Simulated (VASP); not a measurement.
# CsLiCr2Te2S3 (Cmm2) in VASP: notebook

The runs below take CsLiCr2Te2S3 through relaxation of cell and atoms, single point, with PBE, r2SCAN.

Program: VASP 6.6.1. These are calculated values, not measurements. Logs are shortened: lines on timing, memory, paths and dates and some standing lists are left out, and cuts for length are marked.

## 1. Starting point

It takes space group Cmm2 (No. 35, orthorhombic). Conventional cell: a = 5.678 Å, b = 9.674 Å, c = 8.231 Å, α = 90.00°, β = 90.00°, γ = 90.00°. Cs (site symmetry mm2) has 7 S at 3.50 to 3.75 Å as nearest neighbours. Li (site symmetry mm2) is surrounded by 2 S at 2.31 Å. Cr (site symmetry 2) has 2 S at 2.25 Å as nearest neighbours. Around Te (site symmetry m) lie 2 Cr at 2.67 Å and 1 Li at 2.93 Å and 2 Te at 3.05 Å. Around S (site symmetry m) lie 2 Cr at 2.25 Å and 1 Li at 2.31 Å. S (site symmetry mm2) is surrounded by 4 Cr at 2.81 Å and 2 Li at 2.85 Å.

The cell was built by a generator and needn't be a form met in nature.

## 2. Relaxation of cell and atoms, PBE, collinear spin, ferromagnetic start

Contents of INCAR:

```
PREC = Accurate ; ENCUT = 520
EDIFF = 1E-6 ; ISMEAR = 0
SIGMA = 0.1 ; LREAL = False
LASPH = True ; NELM = 120
ALGO = Normal ; ISIF = 3
LWAVE = False ; LCHARG = False
ISPIN = 2 ; MAGMOM = 0 0 3 3 0 0 0 0 0
LORBIT = 11 ; LMAXMIX = 4
GGA = PE ; IBRION = 2
NSW = 90 ; EDIFFG = -0.01
KPAR = 4
```

Contents of KPOINTS:

```
regular mesh
0
Gamma
  6 6 4
```

Contents of POSCAR:

```
CsLiCr2Te2S3
1.0
    2.8390000000     -4.8370000000      0.0000000000
    2.8390000000      4.8370000000      0.0000000000
    0.0000000000      0.0000000000      8.2310000000
Cs Li Cr Te S
1 1 2 2 3
Direct
    0.0000000000      0.0000000000      0.0725306800
    0.5000000000      0.5000000000      0.4675009100
    0.5000000000      0.0000000000      0.4764913100
    0.0000000000      0.5000000000      0.4764913100
    0.3079388100      0.6920611900      0.7432875700
    0.6920611900      0.3079388100      0.7432875700
    0.6793467000      0.3206533000      0.2817397600
    0.3206533000      0.6793467000      0.2817397600
    0.0000000000      0.0000000000      0.4972664300
```

Potentials or basis: VASP PAW PBE potentials, release 64 (Cs_sv, Li_sv, Cr_pv, Te, S).

The run is started by

```console
$ cat potpaw_PBE.64/Cs_sv/POTCAR potpaw_PBE.64/Li_sv/POTCAR potpaw_PBE.64/Cr_pv/POTCAR potpaw_PBE.64/Te/POTCAR potpaw_PBE.64/S/POTCAR > POTCAR
$ mpirun -np 4 vasp_std > vasp.out
```

OUTCAR:

```text
PREC = Accurate
   ENCUT = 520
   EDIFF = 1E-6
   ISMEAR = 0
   LREAL = False
   LASPH = True
   NELM = 120
   ISIF = 3
   ISPIN = 2
   LORBIT = 11
   GGA = PE
   IBRION = 2
   NSW = 90
   EDIFFG = -0.01

 ion  position               nearest neighbor table
   1  0.000  0.000  0.073-
   2  0.500  0.500  0.468-   7 2.31   8 2.31   3 2.81   4 2.81   3 2.81   4 2.81   5 2.93   6 2.93

   3  0.500  0.000  0.476-   7 2.25   8 2.25   5 2.67   6 2.67   2 2.81   2 2.81   9 2.81   9 2.81
                             4 2.84   4 2.84
   4  0.000  0.500  0.476-   8 2.25   7 2.25   5 2.67   6 2.67   2 2.81   2 2.81   9 2.81   9 2.81
                             3 2.84   3 2.84
   5  0.308  0.692  0.743-   3 2.67   4 2.67   2 2.93   6 3.05   6 3.05
   6  0.692  0.308  0.743-   3 2.67   4 2.67   2 2.93   5 3.05   5 3.05
   7  0.679  0.321  0.282-   3 2.25   4 2.25   2 2.31
   8  0.321  0.679  0.282-   4 2.25   3 2.25   2 2.31
   9  0.000  0.000  0.497-   3 2.81   4 2.81   4 2.81   3 2.81

  LATTYP: Found a base centered orthorhombic cell.
 ALAT       =     5.6780000000
 B/A-ratio  =     1.7037689327
 C/A-ratio  =     1.4496301515

  Lattice vectors:

 A1 = (   2.8390000000,  -4.8370000000,   0.0000000000)
 A2 = (   2.8390000000,   4.8370000000,   0.0000000000)
 A3 = (   0.0000000000,   0.0000000000,   8.2310000000)

Analysis of symmetry for initial positions (statically):
=====================================================================
 Subroutine PRICEL returns:
 Original cell was already a primitive cell.

 Routine SETGRP: Setting up the symmetry group for a
 base centered orthorhombic supercell.

 Subroutine GETGRP returns: Found  4 space group operations
 (whereof  4 operations were pure point group operations)
 out of a pool of  8 trial point group operations.

The static configuration has the point symmetry C_2v.

Analysis of symmetry for dynamics (positions and initial velocities):
=====================================================================
 Subroutine PRICEL returns:
 Original cell was already a primitive cell.

 Routine SETGRP: Setting up the symmetry group for a
 base centered orthorhombic supercell.

 Subroutine GETGRP returns: Found  4 space group operations
 (whereof  4 operations were pure point group operations)
 out of a pool of  8 trial point group operations.

The dynamic configuration has the point symmetry C_2v.

Analysis of structural, dynamic, and magnetic symmetry:
=====================================================================
 Subroutine PRICEL returns:
 Original cell was already a primitive cell.

 Routine SETGRP: Setting up the symmetry group for a
 base centered orthorhombic supercell.

 Subroutine GETGRP returns: Found  4 space group operations
 (whereof  4 operations were pure point group operations)
 out of a pool of  8 trial point group operations.

The overall configuration has the point symmetry C_2v.

 Subroutine INISYM returns: Found  4 space group operations
 (whereof  4 operations are pure point group operations),
 and found     1 'primitive' translations

----------------------------------------------------------------------------------------

                                     Primitive cell

  volume of cell :     226.0602

  direct lattice vectors                    reciprocal lattice vectors
     2.839000000 -4.837000000  0.000000000     0.176118352 -0.103369857  0.000000000
     2.839000000  4.837000000  0.000000000     0.176118352  0.103369857  0.000000000
     0.000000000  0.000000000  8.231000000     0.000000000  0.000000000  0.121491921

  length of vectors
     5.608608562  5.608608562  8.231000000     0.204213127  0.204213127  0.121491921

  position of ions in fractional coordinates (direct lattice)
     0.000000000  0.000000000  0.072530680
     0.500000000  0.500000000  0.467500910
     0.500000000  0.000000000  0.476491310
     0.000000000  0.500000000  0.476491310
     0.307938810  0.692061190  0.743287570
     0.692061190  0.307938810  0.743287570
     0.679346700  0.320653300  0.281739760
     0.320653300  0.679346700  0.281739760
     0.000000000  0.000000000  0.497266430
[... 68 lines left out ...]
   total plane-waves  NPLWV = 112896
   dimension x,y,z NGX =    42 NGY =   42 NGZ =   64
   dimension x,y,z NGXF=    84 NGYF=   84 NGZF=  128
   ions per type =               1   1   2   2   3
   NGX,Y,Z   is equivalent  to a cutoff of  12.45, 12.45, 12.93 a.u.
   NGXF,Y,Z  is equivalent  to a cutoff of  24.90, 24.90, 25.85 a.u.
 SYSTEM =  unknown system
   PREC   = accura    normal or accurate (medium, high low for compatibility)
   ISTART =      0    job   : 0-new  1-cont  2-samecut
   ICHARG =      2    charge: 1-file 2-atom 10-const
   ISPIN  =      2    spin polarized calculation?
   LNONCOLLINEAR =      F non collinear calculations
   LSORBIT =      F    spin-orbit coupling
   LASPH  =      T    aspherical Exc in radial PAW
   ENCUT  =  520.0 eV  38.22 Ry    6.18 a.u.  10.43 10.43 15.30*2*pi/ulx,y,z
   NELM   =    120;   NELMIN=  2; NELMDL= -5     # of ELM steps
   EDIFF  = 0.1E-05   stopping-criterion for ELM
   LREAL  =      F    real-space projection
   EDIFFG = -.1E-01   stopping-criterion for IOM
   NSW    =     90    number of steps for IOM
   IBRION =      2    ionic relax: 0-MD 1-quasi-New 2-CG
   NFREE  =      1    steps in history (QN), initial steepest desc. (CG)
   ISIF   =      3    stress and relaxation
   ISYM   =      2    0-nonsym 1-usesym 2-fastsym
   POTIM  = 0.5000    time-step for ionic-motion
   TEBEG  =    0.0;   TEEND  =   0.0 temperature during run
   PSTRESS=    0.0 pullay stress
   NELECT =      66.0000    total number of electrons
   NUPDOWN=      -1.0000    fix difference up-down
   EMIN   =  10.00;   EMAX   =-10.00  energy-range for DOS
   EFERMI =   0.00;   METHOD = LEGACY
   ISMEAR =     0;   SIGMA  =   0.10  broadening in eV -4-tet -1-fermi 0-gaus
   EFERMI_NEDOS =   21; number of points for ismear=-14 and -15
   IALGO  =     38    algorithm
   IMIX   =      4    mixing-type and parameters
     AMIX     =   0.40;   BMIX     =  1.00
     AMIX_MAG =   1.60;   BMIX_MAG =  1.00
  volume/ion in A,a.u.               =      25.12       169.50
  Fermi-wavevector in a.u.,A,eV,Ry     =   1.086046  2.052329 16.048009  1.179495
  Thomas-Fermi vector in A             =   2.222173
   LORBIT       =     11    0 simple, 1 ext, 2 COOP (PROOUT), +10 PAW based schemes
   GGA     = PE    functional components
   LHFCALC =     F    Hartree Fock is set to
   AEXX    =    0.0000 exact exchange contribution
   IVDW    =     0    specifies the selected vdW correction
   LEPSILON=     F    determine dielectric tensor
   LRPA    =     F    only Hartree local field effects (RPA)
 conjugate gradient relaxation of ions
 spin polarized calculation
 Gauss-broadening in eV      SIGMA  =   0.10
  energy-cutoff  :      520.00
  volume of cell :      226.06
 maximum number of plane-waves:      6129
 NGX is ok and might be reduce to    42
   NGX = 21   NGY = 21   NGZ = 31

--------------------------------------- Ionic step        1  -------------------------------------------

 number of electron      66.0000027 magnetization       4.0002196

 Free energy of the ion-electron system (eV)
  ---------------------------------------------------
  ext. energy  EPLUGINS =         0.00000000
  ---------------------------------------------------
  free energy    TOTEN  =       -45.42596164 eV

  energy without entropy =      -45.40571084  energy(sigma->0) =      -45.41583624

------------------------ aborting loop because EDIFF is reached ----------------------------------------

  FORCE on cell =-STRESS in cart. coord.  units (eV):
  Direction    XX          YY          ZZ          XY          YZ          ZX
  --------------------------------------------------------------------------------------
  -------------------------------------------------------------------------------------
  Total       -0.0560254      0.8482502      1.8096439      0.0000000      0.0000000      0.0000000
  in kB       -0.3970742      6.0118825     12.8256575      0.0000000      0.0000000      0.0000000
  external PRESSURE =       6.1468219 kB  Pullay stress =       0.0000000 kB
[... 110 lines left out ...]
  FREE ENERGIE OF THE ION-ELECTRON SYSTEM (eV)
  ---------------------------------------------------
  free  energy   TOTEN  =       -45.4455175473 eV

  energy  without entropy=      -45.4241041299  energy(sigma->0) =      -45.43481084

[... ionic steps 4 to 28 ...]

--------------------------------------- Ionic step       29  -------------------------------------------

 number of electron      66.0000033 magnetization       4.0005677

------------------------ aborting loop because EDIFF is reached ----------------------------------------
[... 81 lines left out ...]
--------------------------------------- Ionic step       31  -------------------------------------------

 number of electron      66.0000032 magnetization       4.0005770

 Free energy of the ion-electron system (eV)
  ---------------------------------------------------
  ext. energy  EPLUGINS =         0.00000000
  ---------------------------------------------------
  free energy    TOTEN  =       -45.47169070 eV

  energy without entropy =      -45.44753220  energy(sigma->0) =      -45.45961145

 E-fermi :   4.1504     XC(G=0):  -8.9132

 val. band max:        4.1465821753   @ k =   0.5000   0.3333   0.5000
 cond. band min:       4.1573906278   @ k =   0.3333  -0.0000   0.2500
 fundamental gap:      0.0108084525
 Fermi energy:         4.1504141055

 spin component 1

 k-point     1 :       0.0000    0.0000    0.0000
  band No.  band energies     occupation
      1     -41.4156      1.00000
      2     -40.0056      1.00000
      3     -39.9869      1.00000
      4     -39.8834      1.00000
      5     -39.8604      1.00000
      6     -39.7992      1.00000
[... 1069 lines left out ...]
     41       6.8630      0.00000
     42       7.7749      0.00000

 [... further k-points ...]

 spin component 2

 k-point     1 :       0.0000    0.0000    0.0000
  band No.  band energies     occupation
      1     -41.4137      1.00000
      2     -37.9935      1.00000
      3     -37.7904      1.00000
      4     -37.7100      1.00000
      5     -37.6834      1.00000
      6     -37.4488      1.00000
[... 1107 lines left out ...]
  FREE ENERGIE OF THE ION-ELECTRON SYSTEM (eV)
  ---------------------------------------------------
  free  energy   TOTEN  =       -45.4716906965 eV

  energy  without entropy=      -45.4475322037  energy(sigma->0) =      -45.45961145

 reached required accuracy - stopping structural energy minimisation

 total charge

# of ion       s       p       d       tot
------------------------------------------
    1        1.834   4.701   0.032   6.567
    2        2.022   0.064   0.000   2.087
    3        0.285   6.270   4.173  10.729
    4        0.285   6.270   4.173  10.729
    5        1.398   1.937   0.043   3.378
    6        1.398   1.937   0.043   3.378
    7        1.348   2.389   0.000   3.737
    8        1.348   2.389   0.000   3.737
    9        1.349   2.274   0.000   3.623
--------------------------------------------------
tot         11.268  28.231   8.464  47.964

 magnetization (x)

# of ion       s       p       d       tot
------------------------------------------
    1        0.000  -0.001   0.000  -0.000
    2       -0.000   0.001   0.000   0.001
    3        0.026   0.020   2.108   2.154
    4        0.026   0.020   2.108   2.154
    5       -0.004  -0.097   0.001  -0.100
    6       -0.004  -0.097   0.001  -0.100
    7       -0.003  -0.077   0.000  -0.080
    8       -0.003  -0.077   0.000  -0.080
    9        0.010  -0.124   0.000  -0.115
--------------------------------------------------
tot          0.046  -0.431   4.219   3.835
```

It took 34 min on 4 MPI ranks of AMD EPYC 9R45 (Zen 5), shared host; peak memory 0.83 GiB.

The run converged, but some of its settings lie outside the range that counts as converged, so its numbers aren't taken as properties of the crystal.

What came out:

* Free energy: -45.4717 eV
* Relaxed volume: 25.70 Å³/atom
* Relaxed cell: a = 5.605 Å, b = 5.605 Å, c = 8.481 Å, α = 90.00°, β = 90.00°, γ = 119.76°
* Space group after relaxing (to 0.05 Å): Cmm2 (No. 35)
* Energy gained by relaxing: 5.1 meV/atom
* Ionic steps: 31
* Largest force after relaxing: 0.005 eV/Å
* Band gap on the k mesh: none (metal or under the smearing width)
* Net moment: 4.00 μB per cell
* Site moments: Cs -0.00; Li +0.00; Cr +2.15; Te -0.10; S -0.08, -0.12 μB
* Valence electrons inside the program's atomic spheres: Cs 6.57; Li 2.09; Cr 10.73; Te 3.38; S 3.74, 3.62

Caveat: the cutoff is under 1.25 times the usual one of these potentials, so pressure, stress and relaxed cells hold a basis-set (Pulay) error; only a ferromagnetic start was run, and an antiferromagnetic order may lie lower in energy.

## 3. Relaxation of cell and atoms, PBE, collinear spin, ferromagnetic start

This run uses another cell than the first one, of 25.70 Å³/atom, 1.023 times its volume.

Contents of INCAR:

```
PREC = Accurate ; ENCUT = 520
EDIFF = 1E-7 ; ISMEAR = 0
SIGMA = 0.1 ; LREAL = False
LASPH = True ; NELM = 120
ALGO = Normal ; ISIF = 3
LWAVE = False ; LCHARG = False
ISPIN = 2 ; MAGMOM = 0 0 3 3 0 0 0 0 0
LORBIT = 11 ; LMAXMIX = 4
GGA = PE ; IBRION = 2
NSW = 60 ; EDIFFG = -0.005
POTIM = 0.3 ; KPAR = 4
```

KPOINTS is that of step 2.

Contents of POSCAR:

```
CsLiCr2Te2S3                            
1.0
    2.8129349554     -4.8483601438      0.0000000000
    2.8129349554      4.8483601438      0.0000000000
    0.0000000000      0.0000000000      8.4811491071
  Cs              Li              Cr              Te              S             
     1     1     2     2     3
Direct
     1.0000000000000000    0.0000000000000000    0.0849945367186651
     0.5000000000000000    0.5000000000000000    0.4810196257990217
     0.5000000000000000    0.0000000000000000    0.4697009339871678
     1.0000000000000000    0.5000000000000000    0.4697009339871678
     0.3071614133067674    0.6928385866932328    0.7371394116160939
     0.6928385866932328    0.3071614133067674    0.7371394116160939
     0.6742311338247475    0.3257688661752453    0.2830360460908384
     0.3257688661752453    0.6742311338247475    0.2830360460908384
     1.0000000000000000    0.0000000000000000    0.4945683540941160
```

Potentials or basis: VASP PAW PBE potentials, release 64 (Cs_sv, Li_sv, Cr_pv, Te, S).

The run is started by

```console
$ cat potpaw_PBE.64/Cs_sv/POTCAR potpaw_PBE.64/Li_sv/POTCAR potpaw_PBE.64/Cr_pv/POTCAR potpaw_PBE.64/Te/POTCAR potpaw_PBE.64/S/POTCAR > POTCAR
$ mpirun -np 4 vasp_std > vasp.out
```

Run time: 3.7 min. Hardware: 4 MPI ranks of AMD EPYC 9R45 (Zen 5), shared host; peak memory 0.83 GiB.

These settings aren't checked as converged: the numbers below hold their error.

Results:

* Free energy: -45.4734 eV
* Energy gained by relaxing: 0.0 meV/atom
* Ionic steps: 2
* Largest force after relaxing: 0.005 eV/Å
* Band gap on the k mesh: none (metal or under the smearing width)
* Net moment: 4.00 μB per cell
* Site moments: Cs -0.00; Li +0.00; Cr +2.15; Te -0.10; S -0.08, -0.12 μB
* Valence electrons inside the program's atomic spheres: Cs 6.57; Li 2.09; Cr 10.73; Te 3.38; S 3.74, 3.62

Caveat: the cutoff is under 1.25 times the usual one of these potentials, so pressure, stress and relaxed cells hold a basis-set (Pulay) error; only a ferromagnetic start was run, and an antiferromagnetic order may lie lower in energy.

(Continued in part 2 of 2.)
